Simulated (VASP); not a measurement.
Method: r2SCAN meta-GGA, VASP's PBE PAW potentials (set 64) (plane waves; VASP).

Input for VASP

**INCAR**
```
ALGO  =  Normal
EDIFF  =  1E-6
SYSTEM  =  TiC
LREAL  =  F   ! projection in real space or not
ISMEAR  =  1   ! Methfessel-Paxton
ISIF  =  3   ! ions, shape and volume
LWAVE  =  F
PREC  =  Accurate
METAGGA  =  R2SCAN
LMIXTAU  =  T
LCHARG  =  F
SIGMA  =  0.1   ! width (eV)
NELM  =  100   ! most electronic steps
EDIFFG  =  -0.02   ! ionic stop
ENCUT  =  520   ! plane-wave cut-off (eV)
IBRION  =  2   ! conjugate gradients
LMAXMIX  =  4   ! l cut-off of mixed one-centre charges
NSW  =  60
LASPH  =  T
```

File POSCAR:
```
TiC
1.0
  3.0103366288   0.0000000000   0.0000000000
 -1.5051683144   2.6070280340   0.0000000000
  0.0000000000   0.0000000000   5.3493226615
Ti C
2 2
Cart
  0.0000000000   0.0000000000   0.0000000000
  0.0000000000   0.0000000000   2.6746613307
 -0.0000015052   1.7380195583   1.3373306654
  1.5051698196   0.8690084757   4.0119919961
```

KPOINTS:
```
Automatic mesh
0
G
  11 11 5
```

POTCAR, in this order: Ti_sv C (PBE.64 set). Program: vasp_std.

Output of the run:

### OSZICAR
```
       N       E                     dE             d eps       ncg     rms          rms(c)
DAV:   1     0.346843684400E+03    0.34684E+03   -0.16738E+04  1920   0.198E+03
DAV:   2    -0.146496699662E+02   -0.36149E+03   -0.35241E+03  1952   0.547E+02
DAV:   3    -0.637099265801E+02   -0.49060E+02   -0.46625E+02  3576   0.167E+02
DAV:   4    -0.661279408383E+02   -0.24180E+01   -0.24064E+01  2384   0.358E+01
DAV:   5    -0.662598245006E+02   -0.13188E+00   -0.13184E+00  2944   0.765E+00    0.260E+01
DAV:   6    -0.501777946467E+02    0.16082E+02   -0.93570E+01  2540   0.982E+01    0.887E+00
DAV:   7    -0.475999330281E+02    0.25779E+01   -0.12365E+01  2636   0.288E+01    0.488E+00
DAV:   8    -0.478333357051E+02   -0.23340E+00   -0.32756E+00  3028   0.118E+01    0.326E+00
DAV:   9    -0.477212813677E+02    0.11205E+00   -0.82849E-01  2836   0.642E+00    0.933E-01
DAV:  10    -0.478588257998E+02   -0.13754E+00   -0.57809E-01  2316   0.651E+00    0.673E-01
DAV:  11    -0.479019144158E+02   -0.43089E-01   -0.52971E-02  2720   0.205E+00    0.334E-01
DAV:  12    -0.479055463852E+02   -0.36320E-02   -0.26459E-03  2692   0.351E-01    0.273E-01
DAV:  13    -0.479196703955E+02   -0.14124E-01   -0.97624E-03  2092   0.918E-01    0.144E-01
DAV:  14    -0.479197096818E+02   -0.39286E-04   -0.22826E-03  2684   0.406E-01    0.547E-02
DAV:  15    -0.479188531910E+02    0.85649E-03   -0.10460E-03  2136   0.290E-01    0.296E-02
DAV:  16    -0.479197130610E+02   -0.85987E-03   -0.46301E-04  2232   0.208E-01    0.529E-03
DAV:  17    -0.479197327844E+02   -0.19723E-04   -0.66522E-05  2628   0.735E-02    0.980E-03
DAV:  18    -0.479197323474E+02    0.43696E-06   -0.62198E-06  2200   0.169E-02
   1 F= -.47919732E+02 E0= -.47919748E+02  d E =-.479197E+02
       N       E                     dE             d eps       ncg     rms          rms(c)
DAV:   1    -0.488793641868E+02   -0.95963E+00   -0.26084E+01  2644   0.747E+01    0.912E+00
DAV:   2    -0.481799164203E+02    0.69945E+00   -0.10325E+01  2392   0.327E+01    0.341E+00
DAV:   3    -0.478985132641E+02    0.28140E+00   -0.15929E+00  2712   0.899E+00    0.141E+00
DAV:   4    -0.478843496628E+02    0.14164E-01   -0.25474E-01  2560   0.443E+00    0.620E-01
DAV:   5    -0.478985372450E+02   -0.14188E-01   -0.13835E-02  2628   0.107E+00    0.380E-01
DAV:   6    -0.479071561727E+02   -0.86189E-02   -0.11990E-02  2584   0.709E-01    0.235E-01
DAV:   7    -0.479113445092E+02   -0.41883E-02   -0.71697E-03  3156   0.477E-01    0.134E-01
DAV:   8    -0.479112756709E+02    0.68838E-04   -0.42146E-04  2504   0.176E-01    0.106E-01
DAV:   9    -0.479117720993E+02   -0.49643E-03   -0.11501E-03  2592   0.280E-01    0.266E-02
DAV:  10    -0.479117704512E+02    0.16480E-05   -0.14219E-04  2900   0.112E-01    0.509E-03
DAV:  11    -0.479117649183E+02    0.55329E-05   -0.22121E-05  2428   0.486E-02    0.753E-03
DAV:  12    -0.479117754818E+02   -0.10563E-04   -0.51775E-06  1736   0.280E-02    0.346E-03
DAV:  13    -0.479117758518E+02   -0.37006E-06   -0.73143E-07  1176   0.929E-03
   2 F= -.47911776E+02 E0= -.47911790E+02  d E =0.795650E-02
       N       E                     dE             d eps       ncg     rms          rms(c)
DAV:   1    -0.482076821417E+02   -0.29591E+00   -0.74061E+00  2592   0.385E+01    0.471E+00
DAV:   2    -0.479886548514E+02    0.21903E+00   -0.20032E+00  2308   0.156E+01    0.162E+00
DAV:   3    -0.479371549852E+02    0.51500E-01   -0.29578E-01  2736   0.381E+00    0.714E-01
DAV:   4    -0.479337692777E+02    0.33857E-02   -0.78800E-02  2544   0.256E+00    0.398E-01
DAV:   5    -0.479376719590E+02   -0.39027E-02   -0.74629E-03  2808   0.720E-01    0.198E-01
DAV:   6    -0.479403664833E+02   -0.26945E-02   -0.49799E-03  2484   0.446E-01    0.945E-02
DAV:   7    -0.479414236013E+02   -0.10571E-02   -0.13399E-03  3004   0.237E-01    0.690E-02
DAV:   8    -0.479414041259E+02    0.19475E-04   -0.12223E-04  2808   0.841E-02    0.535E-02
DAV:   9    -0.479415645663E+02   -0.16044E-03   -0.26836E-04  2604   0.129E-01    0.870E-03
DAV:  10    -0.479415559147E+02    0.86516E-05   -0.18003E-05  2924   0.389E-02    0.178E-03
DAV:  11    -0.479415655242E+02   -0.96096E-05   -0.38860E-06  1820   0.203E-02    0.273E-03
DAV:  12    -0.479415578991E+02    0.76251E-05   -0.73513E-07  1100   0.118E-02    0.655E-04
DAV:  13    -0.479415592442E+02   -0.13451E-05   -0.15247E-07  1044   0.415E-03    0.224E-04
DAV:  14    -0.479415585159E+02    0.72829E-06   -0.66122E-08  1020   0.230E-03
   3 F= -.47941559E+02 E0= -.47941596E+02  d E =-.218262E-01
       N       E                     dE             d eps       ncg     rms          rms(c)
DAV:   1    -0.479442576255E+02   -0.26984E-02   -0.28862E-01  1920   0.712E+00    0.443E-01
DAV:   2    -0.479427559754E+02    0.15017E-02   -0.16908E-02  1996   0.132E+00    0.246E-01
DAV:   3    -0.479421431459E+02    0.61283E-03   -0.22148E-03  2436   0.562E-01    0.378E-02
DAV:   4    -0.479419382481E+02    0.20490E-03   -0.65096E-04  2396   0.262E-01    0.276E-02
DAV:   5    -0.479419518152E+02   -0.13567E-04   -0.50788E-05  2528   0.686E-02    0.165E-02
DAV:   6    -0.479419389967E+02    0.12819E-04   -0.29405E-05  2548   0.522E-02    0.493E-03
DAV:   7    -0.479419628835E+02   -0.23887E-04   -0.10003E-05  1804   0.314E-02    0.202E-03
DAV:   8    -0.479419584288E+02    0.44546E-05   -0.44783E-07  1124   0.888E-03    0.119E-03
DAV:   9    -0.479419661270E+02   -0.76982E-05   -0.38229E-07  1080   0.892E-03    0.587E-04
DAV:  10    -0.479419626129E+02    0.35142E-05   -0.11459E-07  1068   0.469E-03    0.105E-04
DAV:  11    -0.479419629144E+02   -0.30152E-06   -0.31191E-08  1048   0.194E-03
   4 F= -.47941963E+02 E0= -.47941967E+02  d E =-.404398E-03
       N       E                     dE             d eps       ncg     rms          rms(c)
DAV:   1    -0.479426705634E+02   -0.70795E-03   -0.46215E-02  1920   0.285E+00    0.178E-01
DAV:   2    -0.479424342382E+02    0.23633E-03   -0.27274E-03  2004   0.535E-01    0.983E-02
DAV:   3    -0.479423003688E+02    0.13387E-03   -0.35652E-04  2444   0.222E-01    0.157E-02
DAV:   4    -0.479423078045E+02   -0.74358E-05   -0.10641E-04  2360   0.105E-01    0.111E-02
DAV:   5    -0.479422974806E+02    0.10324E-04   -0.84592E-06  2476   0.279E-02    0.642E-03
DAV:   6    -0.479422996020E+02   -0.21215E-05   -0.46351E-06  1700   0.208E-02    0.199E-03
DAV:   7    -0.479422963925E+02    0.32095E-05   -0.16607E-06  1288   0.139E-02    0.738E-04
DAV:   8    -0.479422982573E+02   -0.18648E-05   -0.17237E-07  1072   0.514E-03    0.519E-04
DAV:   9    -0.479422952257E+02    0.30316E-05   -0.12078E-07  1044   0.473E-03    0.357E-04
DAV:  10    -0.479422967913E+02   -0.15656E-05   -0.42604E-08  1020   0.269E-03    0.553E-05
DAV:  11    -0.479422963598E+02    0.43152E-06   -0.14847E-08   984   0.138E-03
   5 F= -.47942296E+02 E0= -.47942322E+02  d E =-.737844E-03
```

OUTCAR:
```
------------------------ aborting loop because EDIFF is reached ----------------------------------------
  FORCE on cell =-STRESS in cart. coord.  units (eV):
  Direction    XX          YY          ZZ          XY          YZ          ZX
  --------------------------------------------------------------------------------------
  Total       -0.0109470     -0.0109470     -0.0065091      0.0000000      0.0000000      0.0000000
  in kB       -0.4073441     -0.4073441     -0.2422057      0.0000000      0.0000000      0.0000000
  external PRESSURE =      -0.3522980 kB  Pullay stress =       0.0000000 kB
  volume of cell :       43.06
      direct lattice vectors                 reciprocal lattice vectors
     3.044967700  0.000000000  0.000000000     0.328410709  0.189608008 -0.000000000
    -1.522483850  2.637019423 -0.000000000    -0.000000000  0.379216016 -0.000000000
     0.000000000  0.000000000  5.362265143    -0.000000000  0.000000000  0.186488354
 POSITION                                       TOTAL-FORCE (eV/Angst)
 -----------------------------------------------------------------------------------
     -1.52248      2.63702     -0.00000        -0.000000      0.000000      0.000000
     -0.00000      0.00000      2.68113        -0.000000     -0.000000      0.000000
     -0.00000      1.75801      1.34057         0.000000      0.000000     -0.000000
      1.52249      0.87901      4.02170         0.000000     -0.000000      0.000000
 -----------------------------------------------------------------------------------
    total drift:                                0.000000      0.000000      0.000000
  FREE ENERGIE OF THE ION-ELECTRON SYSTEM (eV)
  ---------------------------------------------------
  free  energy   TOTEN  =       -47.9422963598 eV

  energy  without entropy=      -47.9423722067  energy(sigma->0) =      -47.94232164

 reached required accuracy - stopping structural energy minimisation
```
(Selected blocks of OUTCAR.)

### CONTCAR
```
TiC
   1.00000000000000
     3.0449677000741224    0.0000000000000000    0.0000000000000000
    -1.5224838500370612    2.6370194228494284   -0.0000000000000000
     0.0000000000000000    0.0000000000000000    5.3622651433216060
  Ti              C
     2     2
Direct
     0.0000000000000000    1.0000000000000000    0.0000000000000000
     0.0000000000000000    0.0000000000000000    0.5000000000000000
     0.3333330000000032    0.6666669999999968    0.2500000000000000
     0.6666669999999968    0.3333330000000032    0.7500000000000000
```

Energy and stress use the plane-wave basis of the starting cell.

The structure was generated: TiC was put into the NiAs type type (P6_3/mmc), which need not be its known phase. This run relaxes it. Symmetry was kept, so distortions that lower it aren't found. The start is the result of an earlier pass.
